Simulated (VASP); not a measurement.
Energy against volume of HfB2 (AlB2 type). Method: LDA (Ceperley-Alder, Perdew-Zunger), VASP's LDA PAW potentials (set 64) (plane waves; VASP). Run with 520 eV cut-off, 11×11×9 Γ-centred mesh, first-order Methfessel-Paxton smearing of 0.10 eV, potentials Hf_pv B.

Shape and ions are relaxed at each volume.

```json
[
 {"V (Å³/atom)": "9.250", "E (eV/atom)": "-9.64474"},
 {"V (Å³/atom)": "9.536", "E (eV/atom)": "-9.65273"},
 {"V (Å³/atom)": "9.822", "E (eV/atom)": "-9.64582"},
 {"V (Å³/atom)": "10.108", "E (eV/atom)": "-9.62606"}
]
```

Fit these four points and predict the energy of the run at 8.964 Å³/atom.

A cubic in V^(−2/3), the third-order Birch-Murnaghan form, passes through the four points with V0 = 9.54 Å³/atom and B0 = 277 GPa, and gives -9.6194 eV/atom there. The run gave -9.6195 eV/atom, -0.1 meV/atom from the fit; all five points give B0 = 277 GPa.

The compound is HfB2 in the AlB2 type structure. It was relaxed first.
